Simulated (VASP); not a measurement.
# Rb3Hg (Fm-3m) in VASP: notebook

The runs below take Rb3Hg through single point, with LDA.

Everything below comes from runs of VASP 6.6.1. Logs are shortened: lines on timing, memory, paths and dates and some standing lists are left out, and cuts for length are marked.

## Step 1: The structure

The structure is cubic, space group Fm-3m (No. 225). Conventional cell: a = 10.251 Å, b = 10.251 Å, c = 10.251 Å, α = 90.00°, β = 90.00°, γ = 90.00°. Rb (site symmetry -43m) has 4 Rb at 4.44 Å and 4 Hg at 4.44 Å as nearest neighbours. Around Rb (site symmetry m-3m) lie 8 Rb at 4.44 Å. Hg (site symmetry m-3m) is surrounded by 8 Rb at 4.44 Å.

The cell comes from a database or a generator and needn't be the stable form of this composition.

## Step 2: Single point, LDA

INCAR

```
SYSTEM = Rb3Hg
PREC     = Accurate       ! precision mode
ENCUT    = 520            ! plane-wave cutoff, eV
EDIFF    = 1E-6           ! SCF threshold, eV
ISMEAR   = -1             ! smearing method
SIGMA    = 0.3            ! smearing width, eV
LREAL    = .False.        ! projectors in reciprocal space
LASPH    = .True.         ! aspherical terms in the spheres
NELM     = 100            ! most SCF steps
ALGO     = Normal         ! electronic algorithm
ISIF     = 2              ! what is computed and relaxed
LWAVE    = .False.        ! write WAVECAR
LCHARG   = .False.        ! write CHGCAR
GGA      = CA             ! functional
NBANDS   = 28             ! bands
```

KPOINTS

```
regular mesh
0
Gamma
  4 4 4
  0 0 0
```

POSCAR

```
Rb3Hg
1.0
    0.0000000000      5.1255008735      5.1255008735
    5.1255008735      0.0000000000      5.1255008735
    5.1255008735      5.1255008735      0.0000000000
Rb Hg
3 1
Direct
    0.2500000000      0.2500000000      0.2500000000
    0.7500000000      0.7500000000      0.7500000000
    0.5000000000      0.5000000000      0.5000000000
    0.0000000000      0.0000000000      0.0000000000
```

Potentials or basis: VASP PAW LDA potentials, release 64 (Rb_sv, Hg).

On the command line:

```sh
cat potpaw_LDA.64/Rb_sv/POTCAR potpaw_LDA.64/Hg/POTCAR > POTCAR
mpirun -np 1 vasp_std > vasp.out
```

OUTCAR:

```text
SYSTEM = Rb3Hg
   PREC = Accurate
   ENCUT = 520
   EDIFF = 1E-6
   ISMEAR = -1
   LREAL = .False.
   LASPH = .True.
   NELM = 100
   ISIF = 2
   GGA = CA

 ion  position               nearest neighbor table
   1  0.250  0.250  0.250-   4 4.44   4 4.44   4 4.44   3 4.44   4 4.44   3 4.44   3 4.44   3 4.44
                             2 5.13   2 5.13   2 5.13   2 5.13   2 5.13   2 5.13
   2  0.750  0.750  0.750-   3 4.44   3 4.44   3 4.44   3 4.44   4 4.44   4 4.44   4 4.44   4 4.44
                             1 5.13   1 5.13   1 5.13   1 5.13   1 5.13   1 5.13
   3  0.500  0.500  0.500-   1 4.44   1 4.44   1 4.44   1 4.44   2 4.44   2 4.44   2 4.44   2 4.44

   4  0.000  0.000  0.000-   2 4.44   2 4.44   2 4.44   1 4.44   2 4.44   1 4.44   1 4.44   1 4.44

  LATTYP: Found a face centered cubic cell.
 ALAT       =    10.2510017470

  Lattice vectors:

 A1 = (   0.0000000000,   5.1255008735,   5.1255008735)
 A2 = (   5.1255008735,   0.0000000000,   5.1255008735)
 A3 = (   5.1255008735,   5.1255008735,   0.0000000000)

Analysis of symmetry for initial positions (statically):
=====================================================================
 Subroutine PRICEL returns:
 Original cell was already a primitive cell.

 Routine SETGRP: Setting up the symmetry group for a
 face centered cubic supercell.

 Subroutine GETGRP returns: Found 48 space group operations
 (whereof 48 operations were pure point group operations)
 out of a pool of 48 trial point group operations.

The static configuration has the point symmetry O_h .

Analysis of symmetry for dynamics (positions and initial velocities):
=====================================================================
 Subroutine PRICEL returns:
 Original cell was already a primitive cell.

 Routine SETGRP: Setting up the symmetry group for a
 face centered cubic supercell.

 Subroutine GETGRP returns: Found 48 space group operations
 (whereof 48 operations were pure point group operations)
 out of a pool of 48 trial point group operations.

The dynamic configuration has the point symmetry O_h .

 Subroutine INISYM returns: Found 48 space group operations
 (whereof 48 operations are pure point group operations),
 and found     1 'primitive' translations

----------------------------------------------------------------------------------------

                                     Primitive cell

  volume of cell :     269.3016
[... 75 lines left out ...]
   NELM   =    100;   NELMIN=  2; NELMDL= -5     # of ELM steps
   EDIFF  = 0.1E-05   stopping-criterion for ELM
   LREAL  =      F    real-space projection
   EDIFFG = 0.1E-04   stopping-criterion for IOM
   NSW    =      0    number of steps for IOM
   IBRION =     -1    ionic relax: 0-MD 1-quasi-New 2-CG
   NFREE  =      0    steps in history (QN), initial steepest desc. (CG)
   ISIF   =      2    stress and relaxation
   ISYM   =      2    0-nonsym 1-usesym 2-fastsym
   POTIM  = 0.5000    time-step for ionic-motion
   TEBEG  =    0.0;   TEEND  =   0.0 temperature during run
   PSTRESS=    0.0 pullay stress
   NELECT =      39.0000    total number of electrons
   NUPDOWN=      -1.0000    fix difference up-down
   EMIN   =  10.00;   EMAX   =-10.00  energy-range for DOS
   EFERMI =   0.00;   METHOD = LEGACY
   ISMEAR =    -1;   SIGMA  =   0.30  broadening in eV -4-tet -1-fermi 0-gaus
   EFERMI_NEDOS =   21; number of points for ismear=-14 and -15
   IALGO  =     38    algorithm
   IMIX   =      4    mixing-type and parameters
     AMIX     =   0.40;   BMIX     =  1.00
     AMIX_MAG =   1.60;   BMIX_MAG =  1.00
  volume/ion in A,a.u.               =      67.33       454.33
  Fermi-wavevector in a.u.,A,eV,Ry     =   0.859706  1.624609 10.055994  0.739095
  Thomas-Fermi vector in A             =   1.977101
   LORBIT       =      0    0 simple, 1 ext, 2 COOP (PROOUT), +10 PAW based schemes
   GGA     = CA    functional components
   LHFCALC =     F    Hartree Fock is set to
   AEXX    =    0.0000 exact exchange contribution
   IVDW    =     0    specifies the selected vdW correction
   LEPSILON=     F    determine dielectric tensor
   LRPA    =     F    only Hartree local field effects (RPA)
 non-spin polarized calculation
  energy-cutoff  :      520.00
  volume of cell :      269.30
 maximum number of plane-waves:      7343
 NGX is ok and might be reduce to    54
   NGX = 27   NGY = 27   NGZ = 27

 number of electron      39.0000002 magnetization

 Free energy of the ion-electron system (eV)
  ---------------------------------------------------
  ext. energy  EPLUGINS =         0.00000000
  ---------------------------------------------------
  free energy    TOTEN  =        -4.36978059 eV

  energy without entropy =       -3.55657426  energy(sigma->0) =       -3.96317743

 E-fermi :   0.0817     XC(G=0):  -6.4904

 val. band max:        0.0743870674   @ k =   0.5000   0.2500   0.0000
 cond. band min:       0.1076236886   @ k =  -0.2500   0.2500   0.0000
 fundamental gap:      0.0332366211
 Fermi energy:         0.0817065572

 k-point     1 :       0.0000    0.0000    0.0000
  band No.  band energies     occupation
      1     -28.7510      2.00000
      2     -28.5151      2.00000
      3     -28.5124      2.00000
      4     -12.9207      2.00000
      5     -12.9207      2.00000
      6     -12.9207      2.00000
[... 237 lines left out ...]
     27       3.0725      0.00009
     28       3.2695      0.00005

------------------------ aborting loop because EDIFF is reached ----------------------------------------

  FORCE on cell =-STRESS in cart. coord.  units (eV):
  Direction    XX          YY          ZZ          XY          YZ          ZX
  --------------------------------------------------------------------------------------
  -------------------------------------------------------------------------------------
  Total       -1.4609507     -1.4609507     -1.4609507      0.0000000     -0.0000000      0.0000000
  in kB       -8.6917496     -8.6917496     -8.6917496      0.0000000     -0.0000000      0.0000000
  external PRESSURE =      -8.6917496 kB  Pullay stress =       0.0000000 kB

 VOLUME and BASIS-vectors are now :
 -----------------------------------------------------------------------------
  energy-cutoff  :      520.00
  volume of cell :      269.30
      direct lattice vectors                 reciprocal lattice vectors
     0.000000000  5.125500874  5.125500874    -0.097551442  0.097551442  0.097551442
     5.125500874  0.000000000  5.125500874     0.097551442 -0.097551442  0.097551442
     5.125500874  5.125500874  0.000000000     0.097551442  0.097551442 -0.097551442

 POSITION                                       TOTAL-FORCE (eV/Angst)
 -----------------------------------------------------------------------------------
      2.56275      2.56275      2.56275        -0.000000     -0.000000     -0.000000
      7.68825      7.68825      7.68825         0.000000      0.000000      0.000000
      5.12550      5.12550      5.12550         0.000000      0.000000     -0.000000
      0.00000      0.00000      0.00000         0.000000      0.000000     -0.000000
 -----------------------------------------------------------------------------------
    total drift:                                0.000000      0.000000     -0.000000

  FREE ENERGIE OF THE ION-ELECTRON SYSTEM (eV)
  ---------------------------------------------------
  free  energy   TOTEN  =        -4.3697805947 eV

  energy  without entropy=       -3.5565742637  energy(sigma->0) =       -3.96317743
```

OSZICAR:

```text
N       E                     dE             d eps       ncg     rms          rms(c)
DAV:   1     0.264629204765E+03    0.26463E+03   -0.15767E+04   448   0.111E+03
DAV:   2     0.203733253938E+02   -0.24426E+03   -0.23919E+03   524   0.250E+02
DAV:   3    -0.360273562153E+01   -0.23976E+02   -0.23873E+02   656   0.718E+01
DAV:   4    -0.439232742005E+01   -0.78959E+00   -0.78527E+00   572   0.125E+01
DAV:   5    -0.442845090103E+01   -0.36123E-01   -0.36118E-01   688   0.203E+00    0.227E+00
DAV:   6    -0.438832292862E+01    0.40128E-01   -0.55766E-02   536   0.122E+00    0.137E+00
DAV:   7    -0.437047240803E+01    0.17851E-01   -0.40688E-02   524   0.791E-01    0.475E-01
DAV:   8    -0.436971062811E+01    0.76178E-03   -0.84780E-03   564   0.251E-01    0.103E-01
DAV:   9    -0.436976610587E+01   -0.55478E-04   -0.53542E-04   536   0.896E-02    0.321E-02
DAV:  10    -0.436977961115E+01   -0.13505E-04   -0.35108E-05   580   0.305E-02    0.130E-02
DAV:  11    -0.436978059468E+01   -0.98353E-06   -0.53464E-06   532   0.102E-02
   1 F= -.43697806E+01 E0= -.39631774E+01  d E =-.813206E+00
```

Wall time 71 s (1 thread of Intel Xeon Platinum 8488C (Sapphire Rapids), shared host); peak memory 0.32 GiB.

What came out:

| Property | Result |
| --- | --- |
| Free energy | -4.3698 eV |
| Pressure | -0.9 GPa |
| Band gap on the k mesh | none (metal or under the smearing width) |

Levels at points of the mesh, in eV from the Fermi level:
```tsv
k point	band 17	band 18	band 19	band 20	band 21	band 22
(0.00, 0.00, 0.00)	-6.70	-4.29	-0.46	0.83	0.83	0.83
(0.50, 0.00, 0.00)	-6.70	-4.07	-1.06	0.70	0.70	0.83
(0.50, 0.50, 0.00)	-6.70	-4.03	-0.74	0.18	0.67	0.67
```

## Step 3: Single point, LDA

This run uses another cell than the first one, of 59.70 Å³/atom, 0.887 times its volume.

INCAR

```
SYSTEM = Rb3Hg
PREC     = Accurate       ! precision mode
ENCUT    = 520            ! plane-wave cutoff, eV
EDIFF    = 1E-6           ! SCF threshold, eV
ISMEAR   = -1             ! smearing method
SIGMA    = 0.3            ! smearing width, eV
LREAL    = .FALSE.        ! projectors in reciprocal space
LASPH    = .TRUE.         ! aspherical terms in the spheres
NELM     = 100            ! most SCF steps
ALGO     = Normal         ! electronic algorithm
ISIF     = 2              ! what is computed and relaxed
LWAVE    = .FALSE.        ! write WAVECAR
LCHARG   = .FALSE.        ! write CHGCAR
GGA      = CA             ! functional
NBANDS   = 28             ! bands
```

KPOINTS

```
regular mesh
0
G
  4 4 4
  0 0 0
```

POSCAR

```
Rb3Hg
1.0
    0.0000000000      4.9242902262      4.9242902262
    4.9242902262      0.0000000000      4.9242902262
    4.9242902262      4.9242902262      0.0000000000
Rb Hg
3 1
Direct
    0.2500000000      0.2500000000      0.2500000000
    0.7500000000      0.7500000000      0.7500000000
    0.5000000000      0.5000000000      0.5000000000
    0.0000000000      0.0000000000      0.0000000000
```

Potentials or basis: VASP PAW LDA potentials, release 64 (Rb_sv, Hg).

On the command line:

```sh
cat potpaw_LDA.64/Rb_sv/POTCAR potpaw_LDA.64/Hg/POTCAR > POTCAR
mpirun -np 1 vasp_std > vasp.out
```

OUTCAR:

```text
SYSTEM = Rb3Hg
   PREC = Accurate
   ENCUT = 520
   EDIFF = 1E-6
   ISMEAR = -1
   LREAL = .FALSE.
   LASPH = .TRUE.
   NELM = 100
   ISIF = 2
   GGA = CA

 ion  position               nearest neighbor table
   1  0.250  0.250  0.250-   4 4.26   4 4.26   4 4.26   3 4.26   4 4.26   3 4.26   3 4.26   3 4.26
                             2 4.92   2 4.92   2 4.92   2 4.92   2 4.92   2 4.92
   2  0.750  0.750  0.750-   3 4.26   3 4.26   3 4.26   3 4.26   4 4.26   4 4.26   4 4.26   4 4.26
                             1 4.92   1 4.92   1 4.92   1 4.92   1 4.92   1 4.92
   3  0.500  0.500  0.500-   1 4.26   1 4.26   1 4.26   1 4.26   2 4.26   2 4.26   2 4.26   2 4.26

   4  0.000  0.000  0.000-   2 4.26   2 4.26   2 4.26   1 4.26   2 4.26   1 4.26   1 4.26   1 4.26

  LATTYP: Found a face centered cubic cell.
 ALAT       =     9.8485804524

  Lattice vectors:

 A1 = (   0.0000000000,   4.9242902262,   4.9242902262)
 A2 = (   4.9242902262,   0.0000000000,   4.9242902262)
 A3 = (   4.9242902262,   4.9242902262,   0.0000000000)

Analysis of symmetry for initial positions (statically):
=====================================================================
 Subroutine PRICEL returns:
 Original cell was already a primitive cell.

 Routine SETGRP: Setting up the symmetry group for a
 face centered cubic supercell.

 Subroutine GETGRP returns: Found 48 space group operations
 (whereof 48 operations were pure point group operations)
 out of a pool of 48 trial point group operations.

The static configuration has the point symmetry O_h .

Analysis of symmetry for dynamics (positions and initial velocities):
=====================================================================
 Subroutine PRICEL returns:
 Original cell was already a primitive cell.

 Routine SETGRP: Setting up the symmetry group for a
 face centered cubic supercell.

 Subroutine GETGRP returns: Found 48 space group operations
 (whereof 48 operations were pure point group operations)
[... 108 lines left out ...]
     AMIX     =   0.40;   BMIX     =  1.00
     AMIX_MAG =   1.60;   BMIX_MAG =  1.00
  volume/ion in A,a.u.               =      59.70       402.90
  Fermi-wavevector in a.u.,A,eV,Ry     =   0.894835  1.690992 10.894577  0.800729
  Thomas-Fermi vector in A             =   2.017090
   LORBIT       =      0    0 simple, 1 ext, 2 COOP (PROOUT), +10 PAW based schemes
   GGA     = CA    functional components
   LHFCALC =     F    Hartree Fock is set to
   AEXX    =    0.0000 exact exchange contribution
   IVDW    =     0    specifies the selected vdW correction
   LEPSILON=     F    determine dielectric tensor
   LRPA    =     F    only Hartree local field effects (RPA)
 non-spin polarized calculation
  energy-cutoff  :      520.00
  volume of cell :      238.81
 maximum number of plane-waves:      6476
 NGX is ok and might be reduce to    54
   NGX = 25   NGY = 25   NGZ = 25

 number of electron      39.0000001 magnetization

 Free energy of the ion-electron system (eV)
  ---------------------------------------------------
  ext. energy  EPLUGINS =         0.00000000
  ---------------------------------------------------
  free energy    TOTEN  =        -4.52348642 eV

  energy without entropy =       -3.73386984  energy(sigma->0) =       -4.12867813

 E-fermi :   0.4052     XC(G=0):  -6.8710

 val. band max:        0.3946298545   @ k =   0.5000   0.2500   0.0000
 cond. band min:       0.4263494607   @ k =  -0.2500   0.2500   0.0000
 fundamental gap:      0.0317196062
 Fermi energy:         0.4051978578

 k-point     1 :       0.0000    0.0000    0.0000
  band No.  band energies     occupation
      1     -28.4265      2.00000
      2     -28.1067      2.00000
      3     -28.1019      2.00000
      4     -12.6113      2.00000
      5     -12.6113      2.00000
      6     -12.6113      2.00000
[... 237 lines left out ...]
     27       3.4970      0.00007
     28       3.7437      0.00003

------------------------ aborting loop because EDIFF is reached ----------------------------------------

  FORCE on cell =-STRESS in cart. coord.  units (eV):
  Direction    XX          YY          ZZ          XY          YZ          ZX
  --------------------------------------------------------------------------------------
  -------------------------------------------------------------------------------------
  Total       -1.1068998     -1.1068998     -1.1068998      0.0000000     -0.0000000     -0.0000000
  in kB       -7.4260516     -7.4260516     -7.4260516      0.0000000     -0.0000000     -0.0000000
  external PRESSURE =      -7.4260516 kB  Pullay stress =       0.0000000 kB

 VOLUME and BASIS-vectors are now :
 -----------------------------------------------------------------------------
  energy-cutoff  :      520.00
  volume of cell :      238.81
      direct lattice vectors                 reciprocal lattice vectors
     0.000000000  4.924290226  4.924290226    -0.101537476  0.101537476  0.101537476
     4.924290226  0.000000000  4.924290226     0.101537476 -0.101537476  0.101537476
     4.924290226  4.924290226  0.000000000     0.101537476  0.101537476 -0.101537476

 POSITION                                       TOTAL-FORCE (eV/Angst)
 -----------------------------------------------------------------------------------
      2.46215      2.46215      2.46215        -0.000000     -0.000000     -0.000000
      7.38644      7.38644      7.38644         0.000000      0.000000      0.000000
      4.92429      4.92429      4.92429        -0.000000     -0.000000     -0.000000
      0.00000      0.00000      0.00000        -0.000000     -0.000000     -0.000000
 -----------------------------------------------------------------------------------
    total drift:                                0.000000      0.000000     -0.000000

  FREE ENERGIE OF THE ION-ELECTRON SYSTEM (eV)
  ---------------------------------------------------
  free  energy   TOTEN  =        -4.5234864187 eV

  energy  without entropy=       -3.7338698354  energy(sigma->0) =       -4.12867813
```

stdout:

```text
POSCAR found type information on POSCAR RbHg
 POSCAR found :  2 types and       4 ions
 scaLAPACK will be used
 LDA part: xc-table for (Slater(with rela. corr.)+CA(PZ))
 , standard interpolation
 POSCAR, INCAR and KPOINTS ok, starting setup
 FFT: planning ... GRIDC
 FFT: planning ... GRID_SOFT
 FFT: planning ... GRID
 WAVECAR not read
 entering main loop
```

It took 78 s on 1 thread of Intel Xeon Platinum 8488C (Sapphire Rapids), shared host; peak memory 0.31 GiB.

Results:

```
Free energy            : -4.5235 eV
Pressure               : -0.7 GPa
Band gap on the k mesh : none (metal or under the smearing width)
```

Spin-orbit coupling is left out, which matters for the levels of Hg.

## Step 4: Single point, LDA

This run uses another cell than the first one, of 66.06 Å³/atom, 0.981 times its volume.

INCAR

```
SYSTEM = Rb3Hg
PREC = Accurate
ENCUT = 520
EDIFF = 1E-6
ISMEAR = -1
SIGMA = 0.3
LREAL = .FALSE.
LASPH = .TRUE.
NELM = 100
ALGO = Fast
ISIF = 2
LWAVE = .FALSE.
LCHARG = .FALSE.
GGA = CA
NBANDS = 28
```

KPOINTS

```
Automatic mesh
0
G
  4 4 4
  0 0 0
```

POSCAR

```
Rb3Hg
1.0
    0.0000000000      5.0930601255      5.0930601255
    5.0930601255      0.0000000000      5.0930601255
    5.0930601255      5.0930601255      0.0000000000
Rb Hg
3 1
Direct
    0.2500000000      0.2500000000      0.2500000000
    0.7500000000      0.7500000000      0.7500000000
    0.5000000000      0.5000000000      0.5000000000
    0.0000000000      0.0000000000      0.0000000000
```

On the command line:

```sh
cat potpaw_LDA.64/Rb_sv/POTCAR potpaw_LDA.64/Hg/POTCAR > POTCAR
mpirun -np 1 vasp_std > vasp.out
```

Run time: 1.9 min. Hardware: 1 thread of Intel Xeon Platinum 8488C (Sapphire Rapids), shared host; peak memory 0.32 GiB.

Results (log left out):

```
Free energy            : -4.3969 eV
Pressure               : -0.9 GPa
Band gap on the k mesh : none (metal or under the smearing width)
```

Levels at points of the mesh, in eV from the Fermi level:
```tsv
k point	band 15	band 16	band 17	band 18	band 19	band 20	band 21	band 22	band 23	band 24
(0.00, 0.00, 0.00)	-6.71	-6.70	-6.70	-4.32	-0.43	0.82	0.82	0.82	1.76	1.76
(0.50, 0.00, 0.00)	-6.71	-6.70	-6.70	-4.08	-1.07	0.69	0.69	0.87	1.80	2.00
(0.50, 0.50, 0.00)	-6.71	-6.70	-6.70	-4.04	-0.75	0.19	0.67	0.67	0.77	2.71
```

The run has no spin-orbit coupling, so splittings on Hg are missing.

## Step 5: The runs side by side

```tsv
cell	gap on the mesh (eV)	pressure (GPa)
Fm-3m, 67.33 Å³/atom	none	-0.9
Fm-3m, 59.7 Å³/atom	none	-0.7
Fm-3m, 66.06 Å³/atom	none	-0.9
```

Alike in all rows: task single point; level LDA; potentials or basis VASP PAW LDA potentials, release 64 (Rb_sv, Hg); no spin polarisation; k mesh 4 × 4 × 4; cutoff (eV) 520; smearing fermi-dirac 0.3 eV.

Every run on the cell as given and a fine mesh finds a metal.

Absolute energies hang on the potentials; compare differences alone.
